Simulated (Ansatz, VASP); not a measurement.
# ZnS (Wurtzite-2H): VASP beside Ansatz, part 2 of 2

One calculation is typed for both programs; each brings its own data sets. How far apart do they land? Of the first pair: The cell is taken from a series of runs on this material, whose earlier steps may have relaxed, scaled, displaced or heated it; both programs get it as it stands.

VASP 6.6.1 and Ansatz 0.2.0.

So far: The starting structure; VASP: relaxation of cell and atoms, PBE with D3(BJ).

### 3. Ansatz: relaxation of cell and atoms, PBE with D3(BJ)

Level of this step: Ansatz beside VASP: Kohn-Sham DFT, plane waves, PBE with D3(BJ) (Ansatz).

Ansatz runs on its PAW soft_1 files.

The same cell, functional and mesh now go to Ansatz, which takes its cutoff from its data sets.

Input file input.yaml:

```yaml
crystal:
  lattice:
    - [3.7948746421, 0.0, 0.0]
    - [-1.8974373211, 3.2864578442, 0.0]
    - [0.0, 0.0, 6.2353150042]
  atoms:
    - { symbol: Zn, position: [0.3333333333, 0.6666666667, 0.0005940059] }
    - { symbol: Zn, position: [0.6666666667, 0.3333333333, 0.5005940059] }
    - { symbol: S, position: [0.3333333333, 0.6666666667, 0.3744059941] }
    - { symbol: S, position: [0.6666666667, 0.3333333333, 0.8744059941] }
kpoints:
  mp_grid: { grid: [9, 9, 4] }
hamiltonian:
  xc: pbe
  dispersion: d3bj
  pseudopotentials: { kind: paw, azcp: { folder: soft_1 } }
scf:
  occupations: { method: fixed }
output:
  forces: true
  stress: true
  eigenvalues: true
relax:
  adjacent_minimum: "off"
  f_tol: 0.001
  max_steps: 60
  cell: { stress_tol: 0.01 }
```

On the command line:

```sh
$ ansatz run input.yaml --threads 4 --pin off --max-ram 15360MiB --backend cpu --events-out ev --progress --plain --runs-dir out
```

Numbers of over 12 decimals in the logs are rounded to 6 here.

The program printed:

```text
Engine: ansatz 0.2.0, aarch64-unknown-linux-gnu
Pseudopotentials: kind: paw
Pseudopotential: Zn, paw, valence charge 12, recommended cutoff 420 eV (normal), soft_1/Zn.paw.azcp
Pseudopotential: S, paw, valence charge 6, recommended cutoff 420 eV (normal), soft_1/S.paw.azcp
Functional definition: PBE
  parameter kappa = 0.804
  parameter beta = 0.066725
  exchange = pbe_x(kappa = kappa, mu = beta*pi^2/3)
  correlation = pbe_c(beta = beta)
Crystal: 4 atoms, lattice volume = 77.765 Å³
Basis set: ecut = 420 eV, 1521 PW (Γ), exchange–correlation on 54×54×90 points (8 copies of the dense FFT grid, shifted against one another)
Bands: 22, of which v1, the nominal top of the filled ones, is band 18 counted from 1 (17 counted from 0)
Symmetry: 12 space group operations
Space group: P63mc (ITA 186), of the structure as read, at distance tolerance 4.3e-5 Å
k-points: 36 of 324 (time reversal used)
Non-local potential: Zn, projectors of the file, l = 0: 2, l = 1: 2, l = 2: 3, l = 3: 1
Non-local potential: S, projectors of the file, l = 0: 2, l = 1: 2, l = 2: 1
PAW form: soft (Blöchl's): semilocal exchange-correlation on the pseudo side does not see the compensation charge
PAW one-centre angular grid: Zn, 590 points (default); XC on 64 Gauss nodes
PAW one-centre angular grid: S, 110 points (default); XC on 64 Gauss nodes
Initial density: superposition of atomic densities (chi_scale 0.1, normalization cell, long waves kept (reshape's long-wave potential 0.00 eV rms))
Initial wavefunctions: pseudopotential atomic-orbital guess
Functional: x = pbe(κ = 0.804, μ = 0.219515), c = pbe(β = 0.066725)
SCF iter   1: F=—  HF=-8446.877971 eV  |F-HF|=—  |Δ(HF+E_count)|=         —  Δρ=4.13e-2  dr2=8.21e-1  ethr=3.10e-3  ⟨swp⟩=5.1  Hψ=3879  notcnv=0  defer=66
preconditioner: auto → Resta (q_TF=auto, 2.400 Å⁻¹)  ε∞=6.2  [insulator: Δε(μ)=2.438 eV  Ē_g=11.044 eV  n_scr=22 (ndim 8)  ℏωp=25.3 eV  f_vac=0.005  ε∞_Penn≈6.2]
SCF iter   2: F=—  HF=-8446.713047 eV  |F-HF|=—  |Δ(HF+E_count)|=   1.65e-1  Δρ=1.65e-2  dr2=1.80e-1  ethr=2.28e-3  ⟨swp⟩=2.0  Hψ=1648  notcnv=0  defer=68
SCF iter   3: F=—  HF=-8446.692685 eV  |F-HF|=—  |Δ(HF+E_count)|=   2.04e-2  Δρ=1.10e-2  dr2=6.15e-2  ethr=4.99e-4  ⟨swp⟩=2.0  Hψ=1442  notcnv=0  defer=70
SCF iter   4: F=—  HF=-8446.682511 eV  |F-HF|=—  |Δ(HF+E_count)|=   1.02e-2  Δρ=3.19e-3  dr2=5.61e-3  ethr=1.71e-4  ⟨swp⟩=2.0  Hψ=1732  notcnv=0  defer=70
SCF iter   5: F=—  HF=-8446.685846 eV  |F-HF|=—  |Δ(HF+E_count)|=   3.34e-3  Δρ=5.50e-4  dr2=3.01e-4  ethr=1.56e-5  ⟨swp⟩=3.1  Hψ=1499  notcnv=0  defer=70
SCF iter   6: F=—  HF=-8446.686379 eV  |F-HF|=—  |Δ(HF+E_count)|=   5.33e-4  Δρ=2.83e-4  dr2=7.07e-5  ethr=8.35e-7  ⟨swp⟩=2.2  Hψ=1470  notcnv=0  defer=70
SCF iter   7: F=—  HF=-8446.686478 eV  |F-HF|=—  |Δ(HF+E_count)|=   9.91e-5  Δρ=7.88e-5  dr2=2.07e-6  ethr=1.96e-7  ⟨swp⟩=2.0  Hψ=1487  notcnv=0  defer=69
SCF iter   8: F=—  HF=-8446.686482 eV  |F-HF|=—  |Δ(HF+E_count)|=   3.49e-6  Δρ=2.41e-5  dr2=2.95e-7  ethr=5.76e-9  ⟨swp⟩=2.0  Hψ=1339  notcnv=0  defer=70
SCF iter   9: F=-8446.686482 eV  HF=-8446.686482 eV  |F-HF|=1.09e-8  |Δ(HF+E_count)|=   2.85e-7  Δρ=3.67e-6  dr2=9.84e-9  ethr=2.78e-10  ⟨swp⟩=9.0  Hψ=5067  notcnv=0
SCF 1 converged in 9 iterations: F = -8446.686482 eV  dr2 = 9.84e-9
  greatest PAW one-centre occupation: 0.983 electrons in one spin orbital (limit 2), on the Zn atom at site 1 (counted from 0), in its partial waves of l = 2
relax step   1: F+E_penalty+E_count = -8446.68648202 eV  Δ(F+E_penalty+E_count) = +0.000e0 eV  max|allowed force component| = 4.026e-4 eV/Å  Δτ_max = 0.0000 Å  P = -0.002 GPa  Ω = 77.765 Å³  (9 SCF iters, dr2 threshold 1.00e-7 eV, accepted)
Initial density: handed on by an earlier stage of this run
Initial wavefunctions: pseudopotential atomic-orbital guess (no wavefunctions were taken with the density)
iter 1 solved again at ethr=1.62e-7 eV; its pass at ethr=3.10e-3 eV (dr2=5.82e-5 eV) is discarded
SCF iter   1: F=—  HF=-8446.686491 eV  |F-HF|=—  |Δ(HF+E_count)|=         —  Δρ=5.01e-6  dr2=1.37e-8  ethr=1.62e-7  ⟨swp⟩=3.8  Hψ=6561  notcnv=0  defer=70
eigensolver tolerance schedule: the retry pair's looser diagonalisation over-reported the residual by 4253.15 of it (diagonalisation noise at 0.29 of the residual, at the tolerance the schedule requests for it); recorded, not acted on — ethr = c·dr2/N_el stays at c = 1.0e-1
preconditioner: auto → Resta (q_TF=auto, 2.400 Å⁻¹)  ε∞=6.6  [insulator: Δε(μ)=2.235 eV  Ē_g=10.700 eV  n_scr=22 (ndim 8)  ℏωp=25.3 eV  f_vac=0.037  ε∞_Penn≈6.6]
SCF iter   2: F=—  HF=-8446.686482 eV  |F-HF|=—  |Δ(HF+E_count)|=   9.11e-6  Δρ=2.89e-6  dr2=6.42e-9  ethr=3.80e-11  ⟨swp⟩=3.6  Hψ=2074  notcnv=0  defer=68
SCF iter   3: F=—  HF=-8446.686482 eV  |F-HF|=—  |Δ(HF+E_count)|=   1.61e-9  Δρ=1.62e-6  dr2=2.90e-9  ethr=1.78e-11  ⟨swp⟩=2.0  Hψ=1160  notcnv=0  defer=68
SCF iter   4: F=—  HF=-8446.686482 eV  |F-HF|=—  |Δ(HF+E_count)|=   4.98e-9  Δρ=8.66e-7  dr2=3.78e-10  ethr=8.06e-12  ⟨swp⟩=2.0  Hψ=1396  notcnv=0  defer=68
SCF iter   5: F=—  HF=-8446.686482 eV  |F-HF|=—  |Δ(HF+E_count)|=  2.24e-10  Δρ=5.84e-7  dr2=1.34e-10  ethr=1.05e-12  ⟨swp⟩=2.3  Hψ=1378  notcnv=0  defer=68
SCF iter   6: F=—  HF=-8446.686482 eV  |F-HF|=—  |Δ(HF+E_count)|=  2.36e-11  Δρ=1.08e-7  dr2=3.97e-12  ethr=1.00e-12  ⟨swp⟩=2.1  Hψ=1101  notcnv=0  defer=68
SCF iter   7: F=—  HF=-8446.686482 eV  |F-HF|=—  |Δ(HF+E_count)|=    0.00e0  Δρ=1.07e-7  dr2=4.38e-12  ethr=1.00e-12  ⟨swp⟩=10.1  Hψ=5426  notcnv=0
SCF iter   8: F=-8446.686482 eV  HF=-8446.686482 eV  |F-HF|=1.82e-12  |Δ(HF+E_count)|=    0.00e0  Δρ=4.51e-8  dr2=7.46e-13  ethr=1.00e-12  ⟨swp⟩=4.8  Hψ=3715  notcnv=0
SCF 2 converged in 8 iterations: F = -8446.686482 eV  dr2 = 7.46e-13
  greatest PAW one-centre occupation: 0.983 electrons in one spin orbital (limit 2), on the Zn atom at site 0 (counted from 0), in its partial waves of l = 2
relax step   2: F+E_penalty+E_count = -8446.68648203 eV  Δ(F+E_penalty+E_count) = -3.636e-9 eV  max|allowed force component| = 3.975e-4 eV/Å  Δτ_max = 0.0000 Å  P = -0.002 GPa  Ω = 77.765 Å³  stress off target by 4.37e-3 GPa  SCF on the basis re-selected at this cell (its energy is not comparable with the rows above)  (8 SCF iters)
basis re-selected at this cell: Δ(F+E_penalty+E_count) = -3.636e-9 eV, ΔP = -0.000 GPa vs the last step (what re-selecting the basis moved, of the pressure what is left beyond the Pulay correction that the steps carried, after the strain that the cell walked since its last selection, with what the two solves' SCF thresholds leave and, on support functions, any second-order correction that the steps lacked; it is no m [...]
SCF converged after 8 iterations
Free energy (F): -8446.686482 eV
Harris-Foulkes:  -8446.686482 eV  (|F-HF|=1.82e-12)
Internal energy: -8446.686482 eV  (E = F + TS)
E sigma→0 (E₀):  -8446.686482 eV
Fermi energy:    5.983735 eV
--- Per-component energies (eV) ---
  E_band       = 14.639413
  E_kinetic    = 507.590263
  E_local      = -4522.070620  (includes V_loc(G=0)·N_el)
  E_nonlocal   = 1709.392443
  E_hartree    = 1723.873076
  E_xc         = -335.227697
  E_vxc        = -268.163186  (∫ρ·V_xc dr)
  E_paw        = -5012.904182  (= ΣΔE_a)
  E_vpaw       = -859.855171  (= ΣTr[D̂ρ^β])
  E_aug_tail   = -0.000523  (compensation charges beyond the density's cutoff)
  E_ewald      = -2516.088168
  E_disp       = -1.251074  (pairwise vdW)
  E_smearing   = -0.000000  (= −TS)
  E_closure    = -0.000000  (closes the sum)
  Σ components = -8446.686482   (vs F -8446.686482, Δ=0.00e0)
--- Forces (eV/Å), atoms counted from 1 ---
  atom   1  Zn    -0.00000000     0.00000000    -0.00039746
  atom   2  Zn     0.00000000    -0.00000000    -0.00039746
  atom   3  S      0.00000000    -0.00000000     0.00039747
  atom   4  S      0.00000000     0.00000000     0.00039747
  max |Σ_I F_I| component: 8.56e-9 eV/Å
--- Stress (GPa, compression-positive) ---
       -0.000691      -0.000000      -0.000000
       -0.000000      -0.000691       0.000000
       -0.000000       0.000000      -0.004372
  P = ⅓ Tr σ = -0.0019 GPa (-0.019 kbar)
--- Band table (eV; the first three rows and the last of 36) ---
  k-point 0: bands = [... 14 lower, 5.0750, 5.8912, 5.9837, 5.9837, 8.2192, 9.1108, 12.2666, 12.2666]
  k-point 1: bands = [... 14 lower, 5.1981, 5.1981, 5.8392, 5.8392, 9.1189, 9.2625, 12.2058, 12.3625]
  k-point 2: bands = [... 14 lower, 5.5080, 5.5080, 5.5080, 5.5080, 9.5689, 9.5689, 12.7223, 12.7223]
  k-point 35: bands = [... 14 lower, 2.8907, 2.8907, 4.5931, 4.5931, 10.4718, 10.4718, 12.2911, 12.2911]
--- Relaxed structure (1 steps of the walk, 1 accepted, 1 SCFs on fresh bases) ---
  F+E_penalty+E_count = -8446.68648203 eV   max|allowed force component| = 3.975e-4 eV/Å   (the final SCF, on the basis selected at the relaxed cell)
  cell:  # Å, volume = 77.7650 Å³
    - [3.794875, 2.8867452611656415e-11, 0.0]
    - [-1.897437, 3.286458, 0.0]
    - [0.0, 0.0, 6.2353150042]
  atoms:
    - { symbol: Zn, position: [0.333333, 0.666667, 0.000594006] }
    - { symbol: Zn, position: [0.666667, 0.333333, 0.500594] }
    - { symbol: S, position: [0.333333, 0.666667, 0.374406] }
    - { symbol: S, position: [0.666667, 0.333333, 0.874406] }
```

### 4. Comparison

Known differences besides the potentials themselves: fixed occupations in Ansatz, narrow Gaussian smearing in VASP; the cutoff is 420 eV in Ansatz and 500 eV in VASP; Ansatz adds a Pulay correction to the stress that steers its cell, VASP none. Total energies have different zeros and are not compared.

Both answers:

| quantity | Ansatz | VASP | difference |
| --- | --- | --- | --- |
| volume (Å³) | 77.76 | 77.92 | -0.20 % |
| edge a after relaxation, in the typed setting (Å) | 3.795 | 3.797 | -0.07 % |
| edge c after relaxation, in the typed setting (Å) | 6.235 | 6.239 | -0.07 % |

### 5. Ansatz: relaxation, PBE with D3(BJ)

This run makes the geometry at which the two programs are then compared.

The structure compared here is the end of the Ansatz relaxation.

Changes to input.yaml since step 3:

```diff
@@ -2,5 +2,5 @@
   lattice:
-    - [3.7948746421, 0.0, 0.0]
-    - [-1.8974373211, 3.2864578442, 0.0]
-    - [0.0, 0.0, 6.2353150042]
+    - [3.7758045984, 0.0, 0.0]
+    - [-1.8879022992, 3.2699427019, 0.0]
+    - [0.0, 0.0, 6.2039812341]
   atoms:
@@ -26,2 +26,2 @@
   max_steps: 60
-  cell: { stress_tol: 0.01 }
+  cell: { stress_tol: 0.01, fix: [volume] }
```

The program printed:

```text
[...]
Crystal: 4 atoms, lattice volume = 76.598 Å³
Basis set: ecut = 420 eV, 1521 PW (Γ), exchange–correlation on 54×54×90 points (8 copies of the dense FFT grid, shifted against one another)
Bands: 22, of which v1, the nominal top of the filled ones, is band 18 counted from 1 (17 counted from 0)
Symmetry: 12 space group operations
[...]
k-points: 36 of 324 (time reversal used)
[...]
--- Relaxed structure (4 steps of the walk, 4 accepted, 1 SCFs on fresh bases) ---
[...]
cell:  # Å, volume = 76.5985 Å³
    - [3.775157, 0.0, 0]
    - [-1.887579, 3.269382, 0]
    - [0, 0, 6.206110]
  atoms:
    - { symbol: Zn, position: [0.333333, 0.666667, 0.000686463] }
    - { symbol: Zn, position: [0.666667, 0.333333, 0.500686] }
    - { symbol: S, position: [0.333333, 0.666667, 0.374314] }
    - { symbol: S, position: [0.666667, 0.333333, 0.874314] }
[key lines of the parts left out:]
SCF converged after 5 iterations
Free energy (F): -8446.682236 eV
Fermi energy:    6.186049 eV
P = ⅓ Tr σ = 1.1869 GPa (11.869 kbar)
```

### 6. VASP: single point, PBE with D3(BJ)

The same cell, functional and mesh now go to VASP, with its own data sets.

Input file INCAR:

```
SYSTEM = ZnS
PREC = Accurate
ENCUT = 500
EDIFF = 1E-06
NELM = 120
ISMEAR = 0
SIGMA = 0.01
LREAL = .FALSE.
ALGO = Normal
GGA = PE
IVDW = 12
NBANDS = 24
LORBIT = 11
LWAVE = .FALSE.
LCHARG = .FALSE.
ISIF = 2
LASPH = .TRUE.
GGA_COMPAT = .FALSE.
EFERMI = MIDGAP
KPAR = 2
```

Input file POSCAR:

```
ZnS
1.0
    3.7751571108      0.0000000000      0.0000000000
   -1.8875785554      3.2693819612      0.0000000000
    0.0000000000      0.0000000000      6.2061095405
Zn S
2 2
Direct
    0.3333333333      0.6666666667      0.0006864632
    0.6666666667      0.3333333333      0.5006864632
    0.3333333333      0.6666666667      0.3743135368
    0.6666666667      0.3333333333      0.8743135368
```

Input file KPOINTS:

```
Automatic mesh
0
Gamma
9 9 4
0 0 0
```

PAW data sets: Zn and S (PBE family, release 64).

On the command line:

```sh
$ mpirun -np 2 vasp_std
```

The program printed:

```text
[... set-up lines as in an earlier step ...]
 entering main loop
       N       E                     dE             d eps       ncg     rms          rms(c)
DAV:   1     0.234628078237E+03    0.23463E+03   -0.17081E+04  1728   0.177E+03
DAV:   2     0.694821975086E+01   -0.22768E+03   -0.21970E+03  1840   0.366E+02
DAV:   3    -0.140638769421E+02   -0.21012E+02   -0.20902E+02  2168   0.111E+02
DAV:   4    -0.144890736489E+02   -0.42520E+00   -0.42493E+00  1976   0.164E+01
[...]
DAV:  12    -0.136378687115E+02    0.64947E-05   -0.19848E-05  2536   0.482E-02    0.706E-03
DAV:  13    -0.136378720840E+02   -0.33725E-05   -0.45030E-06  1936   0.141E-02    0.341E-03
DAV:  14    -0.136378722812E+02   -0.19727E-06   -0.47804E-07  1536   0.131E-02
   1 F= -.14909505E+02 E0= -.14909505E+02  d E =0.000000E+00
```

Parts of OUTCAR (step 6):

```text
 Edisp (eV)   -1.27163

  Total       0.64468     0.64468     0.64874     0.00000    -0.00000     0.00000
  in kB      13.48451    13.48451    13.56941     0.00000    -0.00000     0.00000
  external pressure =       13.51 kB  Pullay stress =        0.00 kB

 POSITION                                       TOTAL-FORCE (eV/Angst)
 -----------------------------------------------------------------------------------
     -0.00000      2.17959      0.00426        -0.000000      0.000000      0.000551
      1.88758      1.08979      3.10732         0.000000      0.000000      0.000551
     -0.00000      2.17959      2.32303         0.000000      0.000000     -0.000551
      1.88758      1.08979      5.42609         0.000000     -0.000000     -0.000551
 -----------------------------------------------------------------------------------
    total drift:                               -0.000001     -0.000001      0.001410

  FREE ENERGIE OF THE ION-ELECTRON SYSTEM (eV)
  ---------------------------------------------------
  free  energy   TOTEN  =       -14.9095045020 eV

  energy  without entropy=      -14.9095045020  energy(sigma->0) =      -14.90950450

[... 1 part as in an earlier step ...]

[... 2 further parts left out ...]
[key lines of the parts left out:]
E-fermi :   3.5687
```

The run ends at a pressure of 1.35 GPa, with forces up to 5.5e-4 eV/Å.

### 7. Side by side

What differs besides the data sets and the points named for the pairs above, as far as they apply: Ansatz's pressure holds a Pulay correction, VASP's none. Total energies have different zeros and are not compared.

The two programs side by side:

| quantity | Ansatz | VASP | difference |
| --- | --- | --- | --- |
| pressure (GPa) | 1.19 | 1.35 | -0.16 |
| gap on the k mesh (eV) | 2.302 | 2.312 | -0.011 |

A gap on the mesh is an upper bound, since the band edges may lie between its points.

### 8. Outcome

```json
{
  "difference in volume (relaxation of cell and atoms, PBE with D3(BJ))": "-0.20 %",
  "difference in gap on the k mesh (single point, PBE with D3(BJ))": "-0.011 eV"
}
```

What this shows: The difference in volume is -0.20 % (relaxation of cell and atoms, PBE with D3(BJ)), within the 1.2 % picked in this series as the mark of a large difference, as far as the stopping tolerances let one tell. 1 further run of this series is not shown here. How closely two codes agree says nothing of how well the functional describes the real material.

[Lines on the potential files, build, host, timing and source positions are cut from VASP's logs without a mark.]

[Logs are printed without paths, hosts, clocks, repeated set-up lines and the standing remarks that a program may print on its own settings, such as how far it seeks lower states.]

[Hosts, paths, dates, database ids (printed as entryN), source tags and the programs' standing remarks are cut or masked in the printed files.]
